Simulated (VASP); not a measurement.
VASP ran on this input.

### INCAR
```
# general
SYSTEM  = CaSe
PREC    = Accurate
ENCUT   = 480
LREAL   = F
LASPH   = T

# electronic loop
EDIFF   = 1E-7
NELM    = 100
ALGO    = Normal
LMAXMIX = 4

# smearing
ISMEAR  = 0
SIGMA   = 0.05

# functional
GGA     = PS

# ions
IBRION  = 2
NSW     = 40
ISIF    = 3
EDIFFG  = -0.01
PSTRESS = 300

# output
LWAVE   = F
LCHARG  = F
```

File POSCAR:
```
CaSe
1.0
  0.0000000000   2.6522122901   2.6522122901
  2.6522122901   0.0000000000   2.6522122901
  2.6522122901   2.6522122901   0.0000000000
Ca Se
1 1
direct
  0.0000000000   0.0000000000   0.0000000000
  0.5000000000   0.5000000000   0.5000000000
```

### KPOINTS
```
Regular mesh
0
Gamma
  8 8 8
0 0 0
```

POTCAR, in this order: Ca_sv Se (PBE.64 set). Program: vasp_std.

**Question.** Translate this PBEsol calculation to Quantum ESPRESSO's pw.x.

**Answer.** One equivalent input (not run):
```
&CONTROL
  calculation = 'vc-relax'
  pseudo_dir = './pseudo'
  outdir = './out'
  tprnfor = .true.
  tstress = .true.
  nstep = 40
  forc_conv_thr = 0.00039
/
&SYSTEM
  ibrav = 0
  nat = 2
  ntyp = 2
  ecutwfc = 86
  occupations = 'smearing'
  smearing = 'gaussian'
  degauss = 0.003675
  input_dft = 'pbesol'
/
&ELECTRONS
  conv_thr = 7.3e-09
  electron_maxstep = 100
/
&IONS
/
&CELL
  press = 300
/
ATOMIC_SPECIES
  Ca 40.078 Ca.upf
  Se 78.971 Se.upf
CELL_PARAMETERS angstrom
    -0.0000000    2.6522123    2.6522123
     2.6522123    0.0000000    2.6522123
     2.6522123    2.6522123    0.0000000
ATOMIC_POSITIONS crystal
  Ca   0.0000000  0.0000000  0.0000000
  Se   0.5000000  0.5000000  0.5000000
K_POINTS automatic
  8 8 8 0 0 0
```
Limits of the translation: the potentials are each code's own (VASP's PAW set, PseudoDojo norm-conserving files in pw.x), so ENCUT and ecutwfc are chosen apart and not converted; conv_thr bounds pw.x's estimated SCF error, while EDIFF bounds the energy change between steps; forc_conv_thr acts on force components and is met together with etot_conv_thr.

The compound is CaSe in the rock salt structure. It was relaxed first under an external pressure of 30 GPa.
